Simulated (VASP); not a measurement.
Write the native input for VASP 6.6.1 that does the following.

```yaml
Task: single point
Functional: PBE
Potentials_or_basis: VASP PAW PBE potentials, release 64 (Co, Sn_d, As)
Cutoff: 520 eV
k_mesh: 8 × 8 × 3
Occupations: fermi-dirac, width 0.05 eV
Spin: collinear spin, ferromagnetic start
Starting_moments: "[2.0, 2.0, 2.0, 2.0, 2.0, 0.0, 0.0, 0.0, 0.0] μB"
Further_INCAR_settings: ALGO = Normal; EDIFF = 1e-07; NBANDS = 56
```

The structure of Co5Sn2As2 lies in POSCAR:

```
Co5Sn2As2
1.0
    4.1378360600      0.0164122000     -0.0556010000
   -2.0547046400      3.5442794800     -0.0014844700
   -0.1311765700     -0.0797788600      9.7512134100
Co Sn As
5 2 2
Direct
    0.7415558500      0.3081437300      0.8552629100
    0.6776678300      0.3708688300      0.3760950100
    0.7162293400      0.3624774300      0.1446041400
    0.6246945900      0.3282652700      0.6067237100
    0.3224367700      0.6525692500      0.0273097500
    0.9526607000      0.9494188400      0.0099220800
    0.9495721200      0.9647414300      0.5050021100
    0.2930142400      0.6944060600      0.7254093700
    0.3888352200      0.7024424800      0.2496709200
```

The cell comes from a database or a generator and needn't be the stable form of this composition.

The cell isn't the ideal one: all atoms moved at random, sigma 0.15 Å a component, cell strained at random, sigma 0.01.

These files were run (other wordings do the same):

INCAR

```
SYSTEM = Co5Sn2As2
  PREC = Accurate
  ENCUT = 520
  EDIFF = 1E-7
  ISMEAR = -1
  SIGMA = 0.05
  LREAL = .FALSE.
  LASPH = .TRUE.
  NELM = 120
  ALGO = Normal
  ISIF = 2
  LWAVE = .FALSE.
  LCHARG = .FALSE.
  ISPIN = 2
  MAGMOM = 2 2 2 2 2 0 0 0 0
  LORBIT = 11
  LMAXMIX = 4
  GGA = PE
  NBANDS = 56
```

KPOINTS

```
Automatic mesh
0
G
  8 8 3
  0 0 0
```

Potentials or basis: VASP PAW PBE potentials, release 64 (Co, Sn_d, As).

Launch:

```console
$ cat potpaw_PBE.64/Co/POTCAR potpaw_PBE.64/Sn_d/POTCAR potpaw_PBE.64/As/POTCAR > POTCAR
$ mpirun -np 1 vasp_std > vasp.out
```

It gave:

The pressure is 2.4 GPa, the largest force is 3.144 eV/Å and the band gap on the k mesh is none (metal or under the smearing width). The net moment is 4.90 μB per cell. The site moments are Co +1.14, +1.28, +1.11, +1.01, +0.52; Sn -0.05, -0.06; As -0.01, +0.01 μB and the valence electrons inside the program's atomic spheres are Co 8.11, 8.25, 8.26, 8.28, 8.60; Sn 12.63, 12.38; As 2.66, 2.74.

Caveat: forces of over 1 eV/Å show positions far from the minimum, so gaps and moduli don't describe the material at rest.

Run time: 31 min on 1 thread of Intel(R) Xeon(R) 6975P-C (Granite Rapids), on a shared host, peak memory 1.1 GiB.
